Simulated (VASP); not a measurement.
Method: PBEsol GGA, VASP's PBE PAW potentials (set 64) (plane waves; VASP 6.6.1).

VASP ran on this input.

### KPOINTS
```
Automatic mesh
0
Gamma
6 6 5
0 0 0
```

**INCAR**
```
SYSTEM = PbO
PREC = Accurate
ENCUT = 520
EDIFF = 1E-8
NELM = 100
ALGO = Normal
LREAL = .FALSE.
LASPH = .TRUE.
ISMEAR = 0
SIGMA = 0.01
GGA = PS
LMAXMIX = 4
LWAVE = .FALSE.
LCHARG = .FALSE.
LEPSILON = .TRUE.
```

**POSCAR**
```
PbO
1
    3.9897209458     0.0000000000     0.0000000000
    0.0000000000     3.9897209458     0.0000000000
    0.0000000000     0.0000000000     5.0319030177
Pb O
2 2
Direct
  0.5000000000   0.0000000000   0.7644533485
 -0.0000000000   0.5000000000   0.2355466515
  0.5000000000   0.5000000000   0.0000000000
 -0.0000000000  -0.0000000000   0.0000000000
```

POTCAR, in this order: Pb_d O (PBE.64 set). Program: vasp_std.

The resulting files:

File OUTCAR:
```
 ion  position               nearest neighbor table
   1  0.500  0.000  0.764-   3 2.32   4 2.32   3 2.32   4 2.32   2 3.68   2 3.68   2 3.68   2 3.68
                             2 3.88   2 3.88   2 3.88   2 3.88
   2  0.000  0.500  0.236-   3 2.32   4 2.32   4 2.32   3 2.32   1 3.68   1 3.68   1 3.68   1 3.68
                             1 3.88   1 3.88   1 3.88   1 3.88
   3  0.500  0.500  0.000-   1 2.32   2 2.32   1 2.32   2 2.32
   4  0.000  0.000  0.000-   1 2.32   2 2.32   2 2.32   1 2.32
  LATTYP: Found a simple tetragonal cell.
 ALAT       =     3.9897209458
 C/A-ratio  =     1.2612167833
 Subroutine PRICEL returns:
 Original cell was already a primitive cell.
 Subroutine GETGRP returns: Found 16 space group operations
The static configuration has the point symmetry D_2d.
 The point group associated with its full space group is D_4h.
The dynamic configuration has the point symmetry D_2d.
 Subroutine INISYM returns: Found 16 space group operations
 Subroutine IBZKPT returns following result:
 Found     30 irreducible k-points:

 Following reciprocal coordinates:
            Coordinates               Weight
  0.000000  0.000000  0.000000      1.000000
  0.166667  0.000000  0.000000      4.000000
  0.333333  0.000000  0.000000      4.000000
...
```

File OSZICAR:
```
...
RMM:   5    -0.155148853490E+01   -0.60452E-04   -0.30239E-04  2556   0.884E-02
RMM:   6    -0.155149447976E+01   -0.59449E-05   -0.68170E-05  2490   0.417E-02
RMM:   7    -0.155149645034E+01   -0.19706E-05   -0.25255E-05  2566   0.205E-02
RMM:   8    -0.155149675761E+01   -0.30728E-06   -0.55734E-06  2545   0.926E-03
RMM:   9    -0.155149684193E+01   -0.84313E-07   -0.15510E-06  2544   0.394E-03
RMM:  10    -0.155149685276E+01   -0.10838E-07   -0.35510E-07  2007   0.139E-03
RMM:  11    -0.155149685588E+01   -0.31124E-08   -0.73616E-08  1413   0.647E-04
 Linear response to external field (no local field effect), progress :
  Direction:   2
       N       E                     dE             d eps       ncg     rms          rms(c)
RMM:   1    -0.112069496317E+01   -0.11207E+01   -0.51790E+00  2318   0.734E+00
RMM:   2    -0.125617772820E+01   -0.13548E+00   -0.77274E-02  2410   0.193E+00
RMM:   3    -0.125906831504E+01   -0.28906E-02   -0.88636E-03  2479   0.672E-01
RMM:   4    -0.125937771746E+01   -0.30940E-03   -0.12629E-03  2435   0.230E-01
RMM:   5    -0.125945593248E+01   -0.78215E-04   -0.41714E-04  2489   0.108E-01
RMM:   6    -0.125946476032E+01   -0.88278E-05   -0.13111E-04  2512   0.533E-02
RMM:   7    -0.125946802578E+01   -0.32655E-05   -0.46450E-05  2511   0.267E-02
RMM:   8    -0.125946921810E+01   -0.11923E-05   -0.98556E-06  2546   0.118E-02
RMM:   9    -0.125946934762E+01   -0.12952E-06   -0.12625E-06  2470   0.470E-03
RMM:  10    -0.125946938831E+01   -0.40685E-07   -0.52948E-07  1928   0.236E-03
RMM:  11    -0.125946939100E+01   -0.26926E-08   -0.65435E-08  1437   0.876E-04
 Linear response to external field (no local field effect), progress :
  Direction:   3
       N       E                     dE             d eps       ncg     rms          rms(c)
RMM:   1    -0.108590609217E+01   -0.10859E+01   -0.49637E+00  2288   0.740E+00
RMM:   2    -0.125677467795E+01   -0.17087E+00   -0.84829E-02  2446   0.192E+00
RMM:   3    -0.125951881376E+01   -0.27441E-02   -0.89850E-03  2481   0.711E-01
RMM:   4    -0.126001713311E+01   -0.49832E-03   -0.13370E-03  2405   0.227E-01
RMM:   5    -0.126008073499E+01   -0.63602E-04   -0.41380E-04  2468   0.109E-01
RMM:   6    -0.126009597689E+01   -0.15242E-04   -0.13787E-04  2459   0.576E-02
RMM:   7    -0.126009926037E+01   -0.32835E-05   -0.36289E-05  2487   0.260E-02
RMM:   8    -0.126010002966E+01   -0.76928E-06   -0.71036E-06  2485   0.118E-02
RMM:   9    -0.126010018876E+01   -0.15911E-06   -0.15541E-06  2348   0.508E-03
RMM:  10    -0.126010021151E+01   -0.22746E-07   -0.22907E-07  1844   0.200E-03
RMM:  11    -0.126010021683E+01   -0.53202E-08   -0.12892E-07  1469   0.919E-04
RMM:  12    -0.126010021784E+01   -0.10072E-08    0.23856E-08  1397   0.442E-04
 Linear response to external field, progress :
  Direction:   1
       N       E                     dE             d eps       ncg     rms          rms(c)
RMM:   1    -0.125481059753E+01   -0.12548E+01   -0.63550E+00  3675   0.740E+00
RMM:   2    -0.140216013118E+01   -0.14735E+00   -0.83281E-02  3887   0.194E+00    0.212E+00
RMM:   3    -0.133153004684E+01    0.70630E-01   -0.69236E-02  3183   0.207E+00    0.115E+00
RMM:   4    -0.138001408760E+01   -0.48484E-01   -0.10101E-01  3751   0.230E+00    0.186E-01
RMM:   5    -0.139243239737E+01   -0.12418E-01   -0.39225E-03  3352   0.928E-01    0.458E-02
RMM:   6    -0.139933075378E+01   -0.68984E-02   -0.75370E-04  3727   0.400E-01    0.247E-02
RMM:   7    -0.139917412196E+01    0.15663E-03   -0.38147E-04  3823   0.150E-01    0.153E-02
RMM:   8    -0.139916673318E+01    0.73888E-05   -0.12811E-04  3864   0.766E-02    0.596E-03
RMM:   9    -0.139950668818E+01   -0.33996E-03   -0.29649E-05  3775   0.295E-02    0.212E-03
RMM:  10    -0.139944383512E+01    0.62853E-04   -0.94840E-06  4104   0.126E-02    0.597E-04
RMM:  11    -0.139941596790E+01    0.27867E-04   -0.31492E-06  4071   0.514E-03    0.218E-04
RMM:  12    -0.139941125709E+01    0.47108E-05   -0.44431E-07  3884   0.212E-03    0.144E-04
RMM:  13    -0.139940795233E+01    0.33048E-05    0.29570E-07  4102   0.898E-04    0.674E-05
RMM:  14    -0.139940337491E+01    0.45774E-05   -0.26376E-07  3525   0.397E-04    0.142E-05
RMM:  15    -0.139940268046E+01    0.69445E-06   -0.23013E-07  2333   0.200E-04    0.579E-06
 Linear response to external field, progress :
  Direction:   2
       N       E                     dE             d eps       ncg     rms          rms(c)
RMM:   1    -0.125481061949E+01   -0.12548E+01   -0.63550E+00  3675   0.740E+00
RMM:   2    -0.140216012774E+01   -0.14735E+00   -0.83281E-02  3887   0.194E+00    0.212E+00
RMM:   3    -0.133152950925E+01    0.70631E-01   -0.69233E-02  3183   0.207E+00    0.115E+00
RMM:   4    -0.138001851355E+01   -0.48489E-01   -0.10105E-01  3751   0.230E+00    0.186E-01
RMM:   5    -0.139243813248E+01   -0.12420E-01   -0.39135E-03  3350   0.929E-01    0.458E-02
RMM:   6    -0.139934116309E+01   -0.69030E-02   -0.75068E-04  3728   0.400E-01    0.248E-02
RMM:   7    -0.139917259986E+01    0.16856E-03   -0.38014E-04  3819   0.151E-01    0.153E-02
RMM:   8    -0.139916988347E+01    0.27164E-05   -0.12602E-04  3866   0.766E-02    0.595E-03
RMM:   9    -0.139950698975E+01   -0.33711E-03   -0.28681E-05  3781   0.295E-02    0.212E-03
RMM:  10    -0.139944042556E+01    0.66564E-04   -0.93072E-06  4099   0.126E-02    0.556E-04
RMM:  11    -0.139941814165E+01    0.22284E-04   -0.23069E-06  4071   0.514E-03    0.225E-04
RMM:  12    -0.139941150114E+01    0.66405E-05   -0.46615E-07  3894   0.213E-03    0.144E-04
RMM:  13    -0.139940833670E+01    0.31644E-05   -0.36765E-07  4081   0.903E-04    0.729E-05
RMM:  14    -0.139940348876E+01    0.48479E-05   -0.34337E-07  3576   0.402E-04    0.163E-05
RMM:  15    -0.139940260360E+01    0.88516E-06   -0.19302E-07  2358   0.200E-04    0.654E-06
 Linear response to external field, progress :
  Direction:   3
       N       E                     dE             d eps       ncg     rms          rms(c)
RMM:   1    -0.108590609217E+01   -0.10859E+01   -0.49637E+00  2288   0.740E+00
RMM:   2    -0.125676597384E+01   -0.17086E+00   -0.84742E-02  2446   0.192E+00    0.179E+00
RMM:   3    -0.118992450921E+01    0.66841E-01   -0.69517E-02  1978   0.204E+00    0.980E-01
RMM:   4    -0.123110028258E+01   -0.41176E-01   -0.13802E-01  2184   0.267E+00    0.193E-01
RMM:   5    -0.124238530347E+01   -0.11285E-01   -0.11726E-02  2290   0.900E-01    0.689E-02
RMM:   6    -0.125149031372E+01   -0.91050E-02   -0.25950E-03  2134   0.513E-01    0.211E-02
RMM:   7    -0.125280895599E+01   -0.13186E-02   -0.15709E-03  2225   0.257E-01    0.173E-02
RMM:   8    -0.125282554269E+01   -0.16587E-04   -0.30960E-04  2373   0.116E-01    0.752E-03
RMM:   9    -0.125279698925E+01    0.28553E-04   -0.16715E-05  2332   0.559E-02    0.180E-03
RMM:  10    -0.125279768203E+01   -0.69277E-06   -0.27518E-05  2470   0.209E-02    0.813E-04
RMM:  11    -0.125280206944E+01   -0.43874E-05   -0.23787E-06  2344   0.119E-02    0.279E-04
RMM:  12    -0.125280496520E+01   -0.28958E-05   -0.10918E-05  2414   0.386E-03    0.193E-04
RMM:  13    -0.125279866108E+01    0.63041E-05    0.34816E-06  2476   0.173E-03    0.269E-05
RMM:  14    -0.125279853093E+01    0.13016E-06    0.11587E-07  2382   0.639E-04    0.218E-05
RMM:  15    -0.125279823980E+01    0.29113E-06   -0.17098E-06  1926   0.289E-04    0.866E-06
```

OUTCAR:
```
------------------------ aborting loop because EDIFF is reached ----------------------------------------

 HEAD OF MICROSCOPIC STATIC DIELECTRIC TENSOR (INDEPENDENT PARTICLE, excluding Hartree and local field effects)
 ------------------------------------------------------
           7.350445     0.000000     0.000000
           0.000000     7.350445     0.000000
           0.000000     0.000000     6.693558
 ------------------------------------------------------

 MACROSCOPIC STATIC DIELECTRIC TENSOR (including local field effects in DFT)
 ------------------------------------------------------
           6.833127     0.000000     0.000000
           0.000000     6.833127     0.000000
           0.000000     0.000000     6.232878
 ------------------------------------------------------

 PIEZOELECTRIC TENSOR (including local field effects)  for field in x, y, z        (e  Angst)
          XX          YY          ZZ          XY          YZ          ZX
  --------------------------------------------------------------------------------
  x     0.00000    -0.00000    -0.00000     0.00000     0.00000     0.00000
  y     0.00000     0.00000    -0.00000     0.00000     0.00000     0.00000
  z     0.00000     0.00000     0.00000     0.00000     0.00000     0.00000

 PIEZOELECTRIC TENSOR (including local field effects)  for field in x, y, z        (C/m^2)
          XX          YY          ZZ          XY          YZ          ZX
  --------------------------------------------------------------------------------
  x     0.00000    -0.00000    -0.00000     0.00000     0.00000     0.00000
  y     0.00000     0.00000    -0.00000     0.00000     0.00000     0.00000
  z     0.00000     0.00000     0.00000     0.00000     0.00000     0.00000

 BORN EFFECTIVE CHARGES (including local field effects) (in |e|, cummulative output)
 ---------------------------------------------------------------------------------
 ion    1
    1     3.15635     0.00000     0.00000
    2     0.00000     3.15635     0.00000
    3     0.00000     0.00000     2.27142
 ion    2
    1     3.15635     0.00000     0.00000
    2     0.00000     3.15635     0.00000
    3     0.00000     0.00000     2.27142
 ion    3
    1    -3.15635     0.00000     0.00000
    2     0.00000    -3.15635     0.00000
    3     0.00000     0.00000    -2.27142
 ion    4
    1    -3.15635     0.00000     0.00000
    2     0.00000    -3.15635     0.00000
    3     0.00000     0.00000    -2.27142
```
(Selected blocks of OUTCAR.)

The dielectric response may not be converged in the k-mesh; for small gaps it tends to come out too large. Without a dispersion term in the relaxation, distances and binding between the weakly bound layers, chains or molecules are unreliable, and so is what depends on them.

The compound is PbO in the litharge structure. It was relaxed first.
